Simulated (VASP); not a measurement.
# C: a series in biaxial strain in the (001) plane

Strain engineering needs slopes: what does biaxial strain in the (001) plane do to the lattice and the band edges of C?

Main program and level: VASP 6.6.1; LDA; plane waves and PAW (C), in the first sound run; inputs show where later runs differ.

**1. Starting point**

It takes space group Fd-3m (No. 227, cubic). The conventional cell has a = 3.567 Å, b = 3.567 Å, c = 3.567 Å, α = 90.00°, β = 90.00°, γ = 90.00°. Nearest to C lie 4 C at 1.54 Å.

As a file:

```cif
data_structure
_symmetry_space_group_name_H-M 'P 1'
_symmetry_Int_Tables_number 1
_cell_length_a 2.5222
_cell_length_b 2.5222
_cell_length_c 2.5222
_cell_angle_alpha 60.000
_cell_angle_beta 60.000
_cell_angle_gamma 60.000
_cell_volume 11.35
loop_
_atom_site_label
_atom_site_type_symbol
_atom_site_fract_x
_atom_site_fract_y
_atom_site_fract_z
_atom_site_occupancy
C1 C 0.00000 0.00000 0.00000 1
C2 C 0.25000 0.25000 0.25000 1
```

**2. Relax the crystal, LDA**

The series starts from the cell that this level prefers, so that zero strain is near zero stress.

This step took 2 runs in a row; the last is shown.

Level: LDA; plane waves and PAW (C).

The input, INCAR:

```
SYSTEM = C
PREC = Accurate
ENCUT = 600
EDIFF = 1E-07
NELM = 120
ISMEAR = 0
SIGMA = 0.02
LREAL = .FALSE.
ALGO = Normal
GGA = CA
NBANDS = 10
LASPH = .TRUE.
LORBIT = 11
LWAVE = .FALSE.
LCHARG = .FALSE.
KPAR = 16
IBRION = 2
NSW = 40
ISIF = 3
EDIFFG = -0.005
POTIM = 0.4
```

The input, POSCAR:

```
C
1.0
    0.0000000000      1.7668691223      1.7668691223
    1.7668691223      0.0000000000      1.7668691223
    1.7668691223      1.7668691223      0.0000000000
C
2
Direct
    0.0000000000      0.0000000000      0.0000000000
    0.2500000000      0.2500000000      0.2500000000
```

The input, KPOINTS:

```
Automatic mesh
0
Gamma
14 14 14
0 0 0
```

The projector-augmented-wave data sets are C (LDA family, release 64).

The run is started by

```
mpirun -np 16 vasp_std
```

The program printed:

```text
[banner, memory and clock lines left out]
running   16 mpi-ranks, on    1 nodes
[...]
|                                                                             |
|           W    W    AA    RRRRR   N    N  II  N    N   GGGG   !!!           |
|           W    W   A  A   R    R  NN   N  II  NN   N  G    G  !!!           |
|           W    W  A    A  R    R  N N  N  II  N N  N  G       !!!           |
|           W WW W  AAAAAA  RRRRR   N  N N  II  N  N N  G  GGG   !            |
|           WW  WW  A    A  R   R   N   NN  II  N   NN  G    G                |
|           W    W  A    A  R    R  N    N  II  N    N   GGGG   !!!           |
|                                                                             |
|     For optimal performance we recommend to set                             |
|       NCORE = 2 up to number-of-cores-per-socket                            |
|     NCORE specifies how many cores store one orbital (NPAR=cpu/NCORE).      |
|     This setting can greatly improve the performance of VASP for DFT.       |
[...]
|     Unfortunately you need to use the default for GW and RPA                |
|     calculations (for HF NCORE is supported but not extensively tested      |
|     yet).                                                                   |
|                                                                             |

 LDA part: xc-table for (Slater(with rela. corr.)+CA(PZ))
 , standard interpolation
 POSCAR, INCAR and KPOINTS ok, starting setup
[...]
entering main loop
       N       E                     dE             d eps       ncg     rms          rms(c)
DAV:   1     0.225764947053E-01    0.22576E-01   -0.54446E+03  2120   0.891E+02
DAV:   2    -0.207061526879E+02   -0.20729E+02   -0.19786E+02  2798   0.131E+02
DAV:   3    -0.211142547769E+02   -0.40810E+00   -0.40710E+00  2488   0.154E+01
DAV:   4    -0.211151186072E+02   -0.86383E-03   -0.86376E-03  2274   0.831E-01
[...]
DAV:   9    -0.202521614011E+02    0.12387E-04   -0.34034E-05  2370   0.497E-02    0.194E-02
DAV:  10    -0.202521627672E+02   -0.13661E-05   -0.17725E-06  2274   0.121E-02    0.447E-03
DAV:  11    -0.202521627009E+02    0.66293E-07   -0.56512E-08  1640   0.199E-03
   1 F= -.20252163E+02 E0= -.20252163E+02  d E =-.202522E+02
[...]
reached required accuracy - stopping structural energy minimisation
```

Elapsed: 1.8 s, on 16 MPI ranks of Intel Xeon 6975P-C (Granite Rapids), shared host; peak memory 1.8 GiB.

Lines that name or quote the potential files are left out of all logs, and their timing lines are given in words.

From OUTCAR (step 2):

```text
  Total        0.0025777      0.0025777      0.0025777      0.0000000      0.0000000      0.0000000
  in kB        0.3743643      0.3743643      0.3743643      0.0000000      0.0000000      0.0000000
  external PRESSURE =       0.3743643 kB  Pullay stress =       0.0000000 kB

 POSITION                                       TOTAL-FORCE (eV/Angst)
 -----------------------------------------------------------------------------------
      0.00000      0.00000      0.00000        -0.000000      0.000000     -0.000000
      0.88343      0.88343      0.88343         0.000000     -0.000000      0.000000
 -----------------------------------------------------------------------------------
    total drift:                                0.000000      0.000000      0.000000

  FREE ENERGIE OF THE ION-ELECTRON SYSTEM (eV)
  ---------------------------------------------------
  free  energy   TOTEN  =       -20.2521627009 eV

  energy  without entropy=      -20.2521627009  energy(sigma->0) =      -20.25216270

 reached required accuracy - stopping structural energy minimisation

[... 3 further parts left out ...]
[key lines of the parts left out:]
E-fermi :  10.2749
```

This run gave:

* energy(sigma→0) of the program: -20.2522 eV
* stress, compression positive: xx, yy, zz 0.04, 0.04, 0.04 GPa
* volume: 11.032 Å³
* ionic steps: 1

**3. Strain along the normal, LDA**

One member in full: the plane is strained by -1 %, and the strain along the normal is moved by secant steps until the normal stress is under 0.012 GPa or five steps are spent; the atoms relax at each step.

This step took 3 runs, each at a new trial strain with the atoms of the one before; the last is shown.

Level: LDA; plane waves and PAW (C).

INCAR: that of step 2 with these lines changed.

```diff
@@ -15,7 +15,7 @@
 LCHARG = .FALSE.
-KPAR = 16
-IBRION = 2
-NSW = 40
-ISIF = 3
-EDIFFG = -0.005
-POTIM = 0.4
+KPAR = 4
+IBRION = 1
+NSW = 25
+ISIF = 2
+EDIFFG = -0.004
+POTIM = 0.3
```

The input, POSCAR:

```
C
1.0
    0.0000000000      1.7492004310      1.7717787530
    1.7492004310      0.0000000000      1.7717787530
    1.7492004310      1.7492004310      0.0000000000
C
2
Direct
    0.0000000000      0.0000000000      0.0000000000
    0.2500000000      0.2500000000      0.2500000000
```

KPOINTS is that of step 2.

The run is started by

```
mpirun -np 4 vasp_std
```

The program printed:

```text
[banner, memory and clock lines left out]
running    4 mpi-ranks, on    1 nodes
[...]
LDA part: xc-table for (Slater(with rela. corr.)+CA(PZ))
 , standard interpolation
 POSCAR, INCAR and KPOINTS ok, starting setup
[...]
entering main loop
       N       E                     dE             d eps       ncg     rms          rms(c)
DAV:   1    -0.129906471937E+00   -0.12991E+00   -0.53948E+03  4996   0.890E+02
DAV:   2    -0.207344053740E+02   -0.20604E+02   -0.19770E+02  6634   0.134E+02
DAV:   3    -0.211446419706E+02   -0.41024E+00   -0.40926E+00  5766   0.152E+01
DAV:   4    -0.211455369885E+02   -0.89502E-03   -0.89497E-03  5276   0.842E-01
[...]
DAV:   9    -0.202426165862E+02    0.12880E-04   -0.35164E-05  5596   0.505E-02    0.195E-02
DAV:  10    -0.202426179425E+02   -0.13563E-05   -0.17826E-06  5344   0.122E-02    0.458E-03
DAV:  11    -0.202426178852E+02    0.57260E-07   -0.56694E-08  3652   0.200E-03
   1 F= -.20242618E+02 E0= -.20242618E+02  d E =-.202426E+02
 BRION: g(F)=  0.314E-47 g(S)=  0.000E+00
 reached required accuracy - stopping structural energy minimisation
```

The job ended after 5.4 s (4 MPI ranks; peak memory 0.5 GiB).

OUTCAR, selected parts (step 3):

```text
  Total        0.8534133      0.8534133     -0.0003700      0.0000000      0.0000000      0.0000000
  in kB      126.1105346    126.1105346     -0.0546809      0.0000000      0.0000000      0.0000000
  external PRESSURE =      84.0554627 kB  Pullay stress =       0.0000000 kB

 POSITION                                       TOTAL-FORCE (eV/Angst)
 -----------------------------------------------------------------------------------
      0.00000      0.00000      0.00000         0.000000      0.000000      0.000000
      0.87460      0.87460      0.88589        -0.000000     -0.000000      0.000000
 -----------------------------------------------------------------------------------
    total drift:                                0.000000      0.000000      0.000000

  FREE ENERGIE OF THE ION-ELECTRON SYSTEM (eV)
  ---------------------------------------------------
  free  energy   TOTEN  =       -20.2426178852 eV

  energy  without entropy=      -20.2426178852  energy(sigma->0) =      -20.24261789

[... 1 part as in an earlier step ...]

[... 3 further parts left out ...]
[key lines of the parts left out:]
E-fermi :  10.6819
```

This run gave:

| Item | Value |
| --- | --- |
| energy(sigma→0) of the program | -20.2426 eV |
| stress, compression positive | xx, yy, zz 12.61, 12.61, -0.01 GPa |
| ionic steps | 1 |

**4. Band edges, HSE06**

Short lines in KPOINTS_OPT sample the zone centre along and across the normal of the plane, for masses, and the other valleys.

Level: HSE06; plane waves and PAW (C).

The input, INCAR:

```
SYSTEM = C
PREC = Accurate
ENCUT = 600
EDIFF = 1E-06
NELM = 100
ISMEAR = 0
SIGMA = 0.02
LREAL = .FALSE.
ALGO = Normal
LHFCALC = .TRUE.
AEXX = 0.25
GGA = PE
HFSCREEN = 0.2
LASPH = .TRUE.
NBANDS = 9
PRECFOCK = Fast
LWAVE = .FALSE.
LCHARG = .FALSE.
KPAR = 4
```

POSCAR is that of step 3.

The input, KPOINTS:

```
Automatic mesh
0
Gamma
7 7 7
0 0 0
```

The input, KPOINTS_OPT:

```
Line mode
6
Line-mode
Reciprocal
  0.00000000   0.00000000   0.00000000
  0.01409937   0.01409937   0.00000000

  0.00000000   0.00000000   0.00000000
 -0.00000000  -0.01391969  -0.01391969

  0.31000000   0.31000000   0.00000000
  0.50000000   0.50000000   0.00000000

  0.00000000   0.31000000   0.31000000
  0.00000000   0.50000000   0.50000000

  0.45000000   0.45000000   0.45000000
  0.50000000   0.50000000   0.50000000

  0.45000000   0.00000000   0.00000000
  0.50000000   0.00000000   0.00000000

  0.42500000   0.42500000   0.00000000
  0.42500000   0.43891969   0.01391969

  0.50000000   0.50000000   0.50000000
  0.49015729   0.50984271   0.50000000
```

The run is started by

```
mpirun -np 4 vasp_std
```

The program printed:

```text
[banner, memory and clock lines left out]
running    4 mpi-ranks, on    1 nodes
[...]
|                                                                             |
|               ----> ADVICE to this user running VASP <----                  |
|                                                                             |
|     You enforced a specific xc type in the INCAR file but a different       |
|     [... a line on the potential file left out ...]
|     I HOPE YOU KNOW WHAT YOU ARE DOING!                                     |
|                                                                             |

 LDA part: xc-table for (Slater+PW92), standard interpolation
 found WAVECAR, reading the header
 POSCAR, INCAR and KPOINTS ok, starting setup
[...]
reading WAVECAR
 the WAVECAR file was read successfully
 initial charge from wavefunction
 entering main loop
       N       E                     dE             d eps       ncg     rms          rms(c)
DAV:   1    -0.210993176931E+02   -0.21099E+02   -0.65183E-01   737   0.820E+00    0.105E+00
DAV:   2    -0.211019526727E+02   -0.26350E-02   -0.65739E-03   772   0.755E-01    0.692E-01
DAV:   3    -0.211012095982E+02    0.74307E-03   -0.34373E-04   790   0.179E-01    0.384E-01
DAV:   4    -0.211009686948E+02    0.24090E-03   -0.87139E-05   766   0.979E-02    0.215E-01
DAV:   5    -0.211008946094E+02    0.74085E-04   -0.23696E-05   863   0.524E-02    0.121E-01
DAV:   6    -0.211008710367E+02    0.23573E-04   -0.73092E-06   865   0.297E-02    0.682E-02
DAV:   7    -0.211008640712E+02    0.69654E-05   -0.22838E-06   764   0.168E-02    0.385E-02
DAV:   8    -0.211008621668E+02    0.19045E-05   -0.72976E-07   395   0.974E-03    0.219E-02
DAV:   9    -0.211008618328E+02    0.33394E-06   -0.28174E-07   395   0.634E-03
   1 F= -.21100862E+02 E0= -.21100862E+02  d E =-.722927E-12
 Start KPOINTS_OPT (optional k-point list driver)
k-point batch [1-40\48]
       N       E                     dE             ncg
DAV:   1     0.146677222406E+04   -0.11728E+05      736
DAV:   2     0.400081699926E+03   -0.10667E+04     1042
DAV:   3     0.340081657057E+03   -0.60000E+02      813
DAV:   4     0.339741076800E+03   -0.34058E+00      942
DAV:   5     0.339736950608E+03   -0.41262E-02      884
DAV:   6     0.339736942752E+03   -0.78557E-05      886
DAV:   7     0.339736942737E+03   -0.15247E-07      777
k-point batch [41-48\48]
       N       E                     dE             ncg
DAV:   1     0.131477082058E+05   -0.38913E+04      152
DAV:   2     0.129699878965E+05   -0.17772E+03      188
DAV:   3     0.129628574001E+05   -0.71305E+01      172
DAV:   4     0.129628112919E+05   -0.46108E-01      208
DAV:   5     0.129628111527E+05   -0.13925E-03      176
DAV:   6     0.129628111523E+05   -0.37873E-06      176
```

The job ended after 92 s (4 MPI ranks; peak memory 0.89 GiB; 4.1 min of CPU time).

Parts of OUTCAR (step 4):

```text
  LATTYP: Found a body centered tetragonal cell.
 ALAT       =     2.4737429728
 C/A-ratio  =     1.4324679423

 Subroutine GETGRP returns: Found 16 space group operations
 (whereof  8 operations were pure point group operations)

The static configuration has the point symmetry D_2d.
 The point group associated with its full space group is D_4h.

 Found     40 irreducible k-points:

   k-points           NKPTS =     40   k-points in BZ     NKDIM =    343   number of bands    NBANDS=      9

   dimension x,y,z NGX =    20 NGY =   20 NGZ =   20
   dimension x,y,z NGXF=    40 NGYF=   40 NGZF=   40

   ENCUT  =  600.0 eV  44.10 Ry    6.64 a.u.   4.97  4.97  4.94*2*pi/ulx,y,z

   NELECT =       8.0000    total number of electrons

  exchange ACFDT corr.  =         0.00000000  see jH, gK, PRB 81, 115126

 E-fermi :  10.1494

 k-point     1 :       0.0000    0.0000    0.0000
  band No.  band energies     occupation
      1     -14.1912      2.00000
      2       9.8515      2.00000
      3      10.0637      2.00000
      4      10.0637      2.00000
      5      17.0689      0.00000
      6      17.0689      0.00000
      7      17.2361      0.00000
      8      26.3527      0.00000
      9      31.4867      0.00000

 k-point     2 :       0.1429    0.0000    0.0000
  band No.  band energies     occupation
      1     -13.5622      2.00000
      2       6.6580      2.00000
      3       9.0091      2.00000
      4       9.1718      2.00000
      5      18.2768      0.00000
      6      18.3279      0.00000
      7      18.8582      0.00000
      8      26.7591      0.00000
      9      32.4063      0.00000

 POSITION                                       TOTAL-FORCE (eV/Angst)
 -----------------------------------------------------------------------------------
      0.00000      0.00000      0.00000         0.000000      0.000000      0.000000
      0.87460      0.87460      0.88589        -0.000000     -0.000000     -0.000000
 -----------------------------------------------------------------------------------
    total drift:                               -0.000000      0.000000     -0.000000

  FREE ENERGIE OF THE ION-ELECTRON SYSTEM (eV)
  ---------------------------------------------------
  free  energy   TOTEN  =       -21.1008618328 eV

  energy  without entropy=      -21.1008618328  energy(sigma->0) =      -21.10086183

[... 1 part as in an earlier step ...]

[... 7 further parts left out ...]
```

Numbers from this step:

```
energy(sigma→0) of the program : -21.1009 eV
```

(Continued in part 2 of 2.)

[Lines on the potential files, build, host, timing and source positions are cut from VASP's logs without a mark.]

[Logs are printed without paths, hosts, clocks, repeated set-up lines and the standing remarks that a program may print on its own settings, such as how far it seeks lower states.]

[Hosts, paths, dates, database ids (printed as entryN), source tags and the programs' standing remarks are cut or masked in the printed files.]

[In band tables of VASP the shares of atoms and orbitals are scaled to a sum of 1 inside the atoms' spheres.]
